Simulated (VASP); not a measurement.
Calculation: optB86b-vdW, VASP's PBE PAW potentials (set 64) (plane waves; VASP).

VASP input:

POSCAR:
```
CoGa
1
    2.8562720854     0.0000000000     0.0000000000
    0.0000000000     2.8562720854     0.0000000000
    0.0000000000     0.0000000000     2.8562720854
Ga Co
1 1
Direct
  0.5000000000   0.5000000000   0.5000000000
  0.0000000000   0.0000000000   0.0000000000
```

**INCAR**
```
AGGAC  =  0.0
ISIF  =  2   ! forces and stress, cell fixed
LASPH  =  .TRUE.
GGA  =  MK
ALGO  =  Normal
EDIFF  =  1E-7
LREAL  =  .FALSE.   ! projection in real space or not
LORBIT  =  11
SYSTEM  =  CoGa
PARAM2  =  1.0
PREC  =  Accurate
LMAXMIX  =  4   ! l cut-off of mixed one-centre charges
NEDOS  =  601
LUSE_VDW  =  .TRUE.
ENCUT  =  520   ! plane-wave cut-off (eV)
LWAVE  =  .FALSE.
PARAM1  =  0.1234
ISMEAR  =  -5   ! tetrahedra, Bloechl
NELM  =  100
LCHARG  =  .TRUE.
```

File KPOINTS:
```
Automatic
0
gamma
 14 14 14
0 0 0
```

POTCAR, in this order: Ga_d Co (PBE.64 set). Program: vasp_std.

Output of the run:

**OSZICAR**
```
       N       E                     dE             d eps       ncg     rms          rms(c)
DAV:   1     0.103812381102E+03    0.10381E+03   -0.10845E+04  3824   0.265E+03
DAV:   2    -0.952146217984E+00   -0.10476E+03   -0.10266E+03  3740   0.355E+02
DAV:   3    -0.575633496562E+01   -0.48042E+01   -0.47882E+01  4244   0.815E+01
DAV:   4    -0.582910330033E+01   -0.72768E-01   -0.72780E-01  4920   0.930E+00
DAV:   5    -0.583093877112E+01   -0.18355E-02   -0.18357E-02  4447   0.125E+00    0.966E+00
DAV:   6    -0.676451473706E+01   -0.93358E+00   -0.21416E+01  4094   0.626E+01    0.109E+01
DAV:   7    -0.488638724221E+01    0.18781E+01   -0.87379E+00  3734   0.462E+01    0.183E+00
DAV:   8    -0.486801102446E+01    0.18376E-01   -0.23415E-01  4216   0.550E+00    0.639E-01
DAV:   9    -0.486212529007E+01    0.58857E-02   -0.18844E-02  4952   0.223E+00    0.128E-01
DAV:  10    -0.486185769334E+01    0.26760E-03   -0.60206E-04  4757   0.358E-01    0.657E-02
DAV:  11    -0.486184085829E+01    0.16835E-04   -0.84648E-05  5160   0.164E-01    0.124E-02
DAV:  12    -0.486184173306E+01   -0.87477E-06   -0.43665E-06  5205   0.355E-02    0.225E-03
DAV:  13    -0.486184212905E+01   -0.39598E-06   -0.36435E-07  3918   0.947E-03    0.123E-03
DAV:  14    -0.486184177360E+01    0.35545E-06   -0.86369E-08  2241   0.548E-03    0.423E-04
DAV:  15    -0.486184177575E+01   -0.21519E-08   -0.11521E-08  2052   0.119E-03
   1 F= -.48618418E+01 E0= -.48618418E+01  d E =0.000000E+00
```

### OUTCAR
```
------------------------ aborting loop because EDIFF is reached ----------------------------------------
  FORCE on cell =-STRESS in cart. coord.  units (eV):
  Direction    XX          YY          ZZ          XY          YZ          ZX
  --------------------------------------------------------------------------------------
  Total       -0.0067398     -0.0067398     -0.0067398     -0.0000000      0.0000000     -0.0000000
  in kB       -0.4634014     -0.4634014     -0.4634014     -0.0000000      0.0000000     -0.0000000
  external PRESSURE =      -0.4634014 kB  Pullay stress =       0.0000000 kB
  volume of cell :       23.30
      direct lattice vectors                 reciprocal lattice vectors
     2.856272085  0.000000000  0.000000000     0.350106702  0.000000000  0.000000000
     0.000000000  2.856272085  0.000000000     0.000000000  0.350106702  0.000000000
     0.000000000  0.000000000  2.856272085     0.000000000  0.000000000  0.350106702
 POSITION                                       TOTAL-FORCE (eV/Angst)
 -----------------------------------------------------------------------------------
      1.42814      1.42814      1.42814         0.000000      0.000000      0.000000
      0.00000      0.00000      0.00000         0.000000      0.000000      0.000000
 -----------------------------------------------------------------------------------
    total drift:                                0.000000      0.000000     -0.000000
  FREE ENERGIE OF THE ION-ELECTRON SYSTEM (eV)
  ---------------------------------------------------
  free  energy   TOTEN  =        -4.8618417758 eV

  energy  without entropy=       -4.8618417758  energy(sigma->0) =       -4.86184178

 total charge

# of ion       s       p       d       tot
------------------------------------------
    1        0.858   0.912  10.062  11.831
    2        0.393   0.469   7.541   8.403
--------------------------------------------------
tot          1.251   1.381  17.603  20.235
```
(Selected blocks of OUTCAR.)

For a metal the tetrahedron method with Blöchl corrections gives inexact stress and forces.

The compound is CoGa in the CsCl type structure. It was relaxed first. The run is not spin-polarised, so no magnetic state was tried.
